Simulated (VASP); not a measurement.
The system is Al6Ir.

```
Al Ir
1.0
     4.97785    0.00000    0.00000
     0.00000    4.97785    0.00000
     0.00000    0.00000    4.97785
Al Ir
6 1
Direct
  0.76280 0.00000 0.50000
  0.23720 0.00000 0.50000
  0.50000 0.76280 0.00000
  0.50000 0.23720 0.00000
  0.00000 0.50000 0.76280
  0.00000 0.50000 0.23720
  0.00000 0.00000 0.00000
```

The cell was built by a generator and needn't be a form met in nature.

- Program: VASP 6.6.1
- Task: relaxation of cell and atoms
- Functional: PBE
- Potentials or basis: VASP PAW PBE potentials, release 64 (Al, Ir)
- Cutoff: 520 eV
- k mesh: 4 × 4 × 4
- Occupations: gaussian, width 0.15 eV
- Spin: no spin polarisation

At the start: pressure -1.3 GPa; volume 17.62 Å³/atom.

Problem. How do energy, volume and symmetry change on relaxing?

Solution. Over 5 steps the energy falls by 77.2 meV/atom and the volume is 16.98 Å³/atom (-3.6 %); space group Pm-3 (No. 200, to 0.05 Å).

Step by step:
```tsv
step	energy change (eV)	largest force (eV/Å)	pressure (GPa)	volume (Å³)
1	0.0000	2.0714	-1.28	123.35
2	-0.4983	0.5502	-1.69	120.84
3	-0.5253	0.0400	-1.94	121.30
4	-0.5367	0.0446	1.12	117.72
5	-0.5403	0.0422	-0.01	118.87
```

Final structure:
```
CELL_PARAMETERS angstrom
4.91692 0.00000 0.00000
0.00000 4.91692 0.00000
0.00000 0.00000 4.91692
ATOMIC_POSITIONS crystal
Al 0.74628 0.00000 0.50000
Al 0.25372 0.00000 0.50000
Al 0.50000 0.74628 0.00000
Al 0.50000 0.25372 0.00000
Al 0.00000 0.50000 0.74628
Al 0.00000 0.50000 0.25372
Ir 0.00000 0.00000 0.00000
```
